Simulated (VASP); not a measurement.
Method: revTPSS meta-GGA, VASP's PBE PAW potentials (set 64) (plane waves; VASP 6.6.1).

A VASP calculation is set up with these files.

INCAR:
```
ENCUT  =  520
LORBIT  =  11   # lm-projected
NEDOS  =  601   # DOS grid
LASPH  =  .TRUE.   # aspherical one-centre terms
LWAVE  =  .FALSE.
LMIXTAU  =  .TRUE.
LCHARG  =  .FALSE.
LMAXMIX  =  4
PREC  =  Accurate
ISMEAR  =  -5   # tetrahedra, Bloechl
NELM  =  100   # most electronic steps
METAGGA  =  RTPSS
LREAL  =  .FALSE.   # projection in real space or not
EDIFF  =  1E-7   # SCF stop (eV)
ALGO  =  Normal   # blocked Davidson
SYSTEM  =  GaP
ISIF  =  2   # forces and stress, cell fixed
```

**KPOINTS_OPT**
```
k-points along high-symmetry lines
10
Line-mode
Reciprocal
  0.000000   0.000000   0.000000 ! GAMMA
 -0.500000  -0.500000   0.000000 ! X

 -0.500000  -0.500000   0.000000 ! X
 -0.375000  -0.375000   0.250000 ! U

 -0.375000  -0.000000   0.375000 ! K
  0.000000   0.000000   0.000000 ! GAMMA

  0.000000   0.000000   0.000000 ! GAMMA
 -0.000000   0.000000   0.500000 ! L

 -0.000000   0.000000   0.500000 ! L
 -0.500000  -0.250000   0.250000 ! W

 -0.500000  -0.250000   0.250000 ! W
 -0.500000  -0.500000   0.000000 ! X
```

**KPOINTS**
```
kpoints
0
G
 9 9 9
0 0 0
```

### POSCAR
```
GaP
1
    0.0000000000     2.7279874993     2.7279874993
    2.7279874993     0.0000000000     2.7279874993
    2.7279874993     2.7279874993     0.0000000000
Ga P
1 1
Direct
  1.0000000000   0.0000000000   1.0000000000
  0.2500000000   0.2500000000   0.2500000000
```

POTCAR, in this order: Ga_d P (PBE.64 set). Program: vasp_std.

Q: What will the output report for the number of irreducible k-points (NKPTS), largest plane-wave count, number of space-group operations, FFT grid (NGX, NGY, NGZ)?

A: 
The number of irreducible k-points (NKPTS) is 35. The largest plane-wave count is 1113. The number of space-group operations is 24 and the FFT grid (NGX, NGY, NGZ) is 30 × 30 × 30.

The compound is GaP in the zinc blende structure. It was relaxed first.
